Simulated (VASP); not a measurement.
Consider the following.

```xyz
3
Lattice="0.0000 3.0809 3.0809 3.0809 0.0000 3.0809 3.0809 3.0809 0.0000" Properties=species:S:1:pos:R:3 pbc="T T T"
Ba     0.0000     0.0000     0.0000
F      1.5405     1.5405     1.5405
F      4.6214     4.6214     4.6214
```

Level of theory: r2SCAN meta-GGA, VASP's PBE PAW potentials (set 64) (plane waves; VASP). Run with 600 eV cut-off, 6×6×6 Γ-centred mesh, Gaussian smearing of 0.050 eV, potentials Ba_sv F.

Problem. What does the run give for the energy per atom (σ→0), pressure?

Solution. 
| Property | Result |
|---|---|
| energy per atom (σ→0) | -15.018 eV/atom |
| pressure | 2.02 GPa |

The compound is BaF2 in the fluorite structure. It was relaxed first under an external pressure of 2 GPa.
